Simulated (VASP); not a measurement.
```yaml
crystal:
  lattice:
    - [0.00000, 2.76981, 2.76981]
    - [2.76981, 0.00000, 2.76981]
    - [2.76981, 2.76981, 0.00000]
  atoms:
    - { symbol: Si, position: [0.00000, 0.00000, 0.00000] }
    - { symbol: Si, position: [0.25000, 0.25000, 0.25000] }
```

Computed with PBE GGA, VASP's PBE PAW potentials (set 64) (plane waves; VASP). Numerical set-up: 400 eV cut-off, KSPACING 0.2 per Å, Gaussian smearing of 0.050 eV, potentials Si.

Task: Predict the energy per atom (σ→0), pressure.

Result: 
```
Property                        Value
---------------------  --------------
energy per atom (σ→0)  -5.416 eV/atom
pressure                    -3.16 GPa
```

Only differences to runs with the same potentials and settings are physical.

The compound is Si in the diamond structure. The cell was not relaxed at this level. The run is one of a series of settings (KGAMMA = .TRUE., KSPACING = 0.2, KPOINTS file removed against the base run), some of them coarse on purpose.
